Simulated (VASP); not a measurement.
Consider the following.

```
CELL_PARAMETERS angstrom
      4.86418     0.00000     0.00000
      0.00000     4.86418     0.00000
      0.00000     0.00000     3.30520
ATOMIC_POSITIONS crystal
  Mn 0.00000 0.00000 0.00000
  Mn 0.50000 0.50000 0.50000
  F  0.30316 0.30316 0.00000
  F  0.80316 0.19684 0.50000
  F  0.19684 0.80316 0.50000
  F  0.69684 0.69684 0.00000
```
Starting moments (μB, in the order of the record's atoms Mn Mn F F F F): 4.5 -4.5 0.0 0.0 0.0 0.0.

Method: optB86b-vdW, VASP's PBE PAW potentials (set 64) (plane waves; VASP). Run with 520 eV cut-off, 5×5×8 Γ-centred mesh, tetrahedra with Blöchl corrections, potentials Mn_pv F.

Task: Estimate the cell moment, energy per atom (σ→0).

Result: 
- cell moment: 0.00 μB
- energy per atom (σ→0): -406.7 kJ/mol of atoms

Task: Give the moment on each site (PAW-sphere projection).

Result: 
| site | moment (μB) |
|---|---|
| Mn1 | 4.52 |
| Mn2 | -4.52 |
| F3 | -0.03 |
| F4 | 0.03 |
| F5 | 0.03 |
| F6 | -0.03 |

Only differences to runs with the same potentials and settings are physical.

The compound is MnF2 in the rutile structure. It was relaxed first.
